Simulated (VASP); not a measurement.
Ga3BiO4:

```
Ga Bi O
1.0
     4.67188    0.00000    0.00000
    -2.33594    4.04597    0.00000
     0.00000    0.00000    7.67789
Ga Bi O
3 1 4
Direct
  0.33333 0.66667 0.00000
  0.66667 0.33333 0.00000
  0.00000 0.00000 0.00000
  0.00000 0.00000 0.50000
  0.00000 0.00000 0.25954
  0.00000 0.00000 0.74046
  0.33333 0.66667 0.50000
  0.66667 0.33333 0.50000
```

The cell was built by a generator and needn't be a form met in nature.

| Item | Value |
| --- | --- |
| Program | VASP 6.6.1 |
| Task | relaxation of cell and atoms |
| Functional | PBE |
| Potentials or basis | VASP PAW PBE potentials, release 64 (Ga_d, Bi_d, O) |
| Cutoff | 520 eV |
| k mesh | 4 × 4 × 2 |
| Occupations | gaussian, width 0.15 eV |
| Spin | no spin polarisation |

At the start: pressure 2.2 GPa; volume 18.14 Å³/atom.

Q: How do energy, volume and symmetry change on relaxing?

A: Over 9 steps the energy falls by 237.0 meV/atom and the volume is 17.34 Å³/atom (-4.4 %); space group P6/mmm (No. 191, to 0.05 Å).

The path:
| step | energy change (eV) | largest force (eV/Å) | pressure (GPa) | volume (Å³) |
| --- | --- | --- | --- | --- |
| 1 | 0.0000 | 5.6517 | 2.16 | 145.13 |
| 2 | -1.6346 | 1.0172 | -4.66 | 149.58 |
| 3 | -1.6357 | 1.2498 | -4.67 | 149.05 |
| 4 | -1.8371 | 1.2155 | 1.67 | 138.51 |
| 5 | -1.8839 | 0.2171 | -0.75 | 141.37 |
| 6 | -1.8839 | 0.2709 | -0.41 | 141.22 |
| 7 | -1.8915 | 0.1491 | -0.50 | 140.20 |
| 8 | -1.8915 | 0.2391 | 0.21 | 137.24 |
| 9 | -1.8959 | 0.0202 | 0.05 | 138.76 |

Final structure:
```
Ga Bi O
1.0
     4.46852    0.00000    0.00000
    -2.23426    3.86985    0.00000
     0.00000    0.00000    8.02407
Ga Bi O
3 1 4
Direct
  0.33333 0.66667 0.00000
  0.66667 0.33333 0.00000
  0.00000 0.00000 0.00000
  0.00000 0.00000 0.50000
  0.00000 0.00000 0.22377
  0.00000 0.00000 0.77623
  0.33333 0.66667 0.50000
  0.66667 0.33333 0.50000
```

Caveat: the k mesh is coarse (spacing up to 0.41 Å⁻¹), so the values aren't converged; the relaxation stopped at a loose force limit of 0.08 eV/Å, so its end isn't a converged minimum.
